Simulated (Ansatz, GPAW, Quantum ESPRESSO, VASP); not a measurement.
# One structure in several programs: La (P6_3/mmc, 4 atoms in the cell)

Self-consistent single point.

```
La
1.0
    1.88500    -3.26492     0.00000
    1.88500     3.26492     0.00000
    0.00000     0.00000    12.16000
La
4
Direct
  0.00000   0.00000   0.50000
  0.00000   0.00000   0.00000
  0.33333   0.66667   0.25000
  0.66667   0.33333   0.75000
```

Shared settings, as Ansatz (an electronic-structure program) writes them: kpoints.mp_grid.grid = 7 7 2; scf.occupations.method = fermi_dirac; scf.occupations.width = 0.0073 Ry. Potentials and cutoffs stand in the table.

| code | model | pressure (GPa) | cutoff |
|---|---|---|---|
| Ansatz | LDA (PW92), default PAW files made with PBE | -3.61 | default |
| GPAW | LDA (Perdew-Wang 92), GPAW PAW datasets LDA (gpaw-data 1.0.1) | -3.49 | 850 eV |
| VASP | LDA (PZ), VASP's LDA PAW potentials (set 64) | -3.78 | 300 eV |
| Quantum ESPRESSO | LDA (PZ), GBRV 1.5 ultrasoft (LDA) pseudopotentials | -3.44 | 40 Ry |

The spread over the programs that give each value: pressure within 0.34 GPa.

Ansatz's pressure is given at a fixed set of plane waves, as the other plane-wave codes print theirs. The same LDA comes in different parametrisations, which differ slightly.

VASP's run is marked for a possible Pulay error in its stress at this cutoff; no cutoff test was made.

The starting cell has typed, rounded lattice constants, without a prior relaxation at this level.

Left out of this page: CP2K and Elk (not drawn, or without a comparable value).

Keys are those of Ansatz 0.2.
